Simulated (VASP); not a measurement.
Data:

```
TiS2
1.0
    1.76003    -3.04846     0.00000
    1.76003     3.04846     0.00000
    0.00000     0.00000     5.93019
Ti S
1 2
Direct
  0.00000   0.00000   0.00000
  0.33333   0.66667   0.23865
  0.66667   0.33333   0.76135
```

The numbers are results of vdW-DF2, VASP's PBE PAW potentials (set 64) (plane waves; VASP), not measurements. Settings: 520 eV cut-off, 8×8×4 Γ-centred mesh, tetrahedra with Blöchl corrections, potentials Ti_sv S.

Problem. The job: TiS₂ (1T layered), 3 atoms, vdW-DF2, static run, 520 eV, 8×8×4 Γ-centred mesh. Roughly how much core time does it take on a busy server core?

Solution. About 60 core-seconds (one run on a shared machine, a rough figure). It had 35 irreducible k-points, 16 bands, up to 1744 plane waves and 18 electronic steps.

The compound is TiS2 in the 1T layered structure. It was relaxed first, which changed the volume by +11 %.
